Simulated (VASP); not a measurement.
```yaml
crystal:
  lattice:
    - [0.00000, 2.79727, 2.88119]
    - [2.88119, 0.00000, 2.88119]
    - [2.88119, 2.79727, 0.00000]
  atoms:
    - { symbol: Lu, position: [0.00000, 0.00000, 0.00000] }
    - { symbol: Se, position: [0.50000, 0.50000, 0.50000] }
```

Computed with r2SCAN meta-GGA, VASP's PBE PAW potentials (set 64) (plane waves; VASP 6.6.1). Settings: 480 eV cut-off, 10×10×10 Γ-centred mesh, first-order Methfessel-Paxton smearing of 0.10 eV, potentials Lu_3 Se.

### Question
Give the stress tensor in GPa (positive for a compressed cell).

### Answer

```
-6.22   0.00   0.00
 0.00  -1.69   0.00
 0.00   0.00  -6.22
```
The pressure is its mean diagonal, -4.71 GPa.

The structure comes from a computed database's LuSe entry (Fm-3m); how it stands against other phases isn't given here. This cell was strained or had an atom moved on purpose. The electron count is odd and the run is not spin-polarised, which forces a metal. VASP warned that the highest band is occupied, so more bands are needed.
